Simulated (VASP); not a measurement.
Data:

```
SnO
1.0
    3.84631     0.00000     0.00000
    0.00000     3.84631     0.00000
    0.00000     0.00000     4.84833
Sn O
2 2
Direct
  0.50000   0.00000   0.75994
  0.00000   0.50000   0.24006
  0.50000   0.50000   0.00000
  0.00000   0.00000   0.00000
```

Computed with PBE GGA with D3 dispersion (zero damping), VASP's PBE PAW potentials (set 64) (plane waves; VASP). Settings: 520 eV cut-off, 7×7×5 Γ-centred mesh, tetrahedra with Blöchl corrections, potentials Sn_d O.

The cores are frozen, which limits the accuracy of field gradients.

Problem. Give the principal components of the electric field gradient (V/Å²) and the asymmetry η at each nucleus.

Solution. 
| atom | Vxx | Vyy | Vzz | η |
|---|---|---|---|---|
| Sn1 | 80.1 | 80.1 | -160.2 | 0.00 |
| Sn2 | 80.1 | 80.1 | -160.2 | 0.00 |
| O3 | -0.6 | -0.6 | 1.1 | 0.00 |
| O4 | -0.6 | -0.6 | 1.1 | 0.00 |

The compound is SnO in the litharge structure. It was relaxed first.
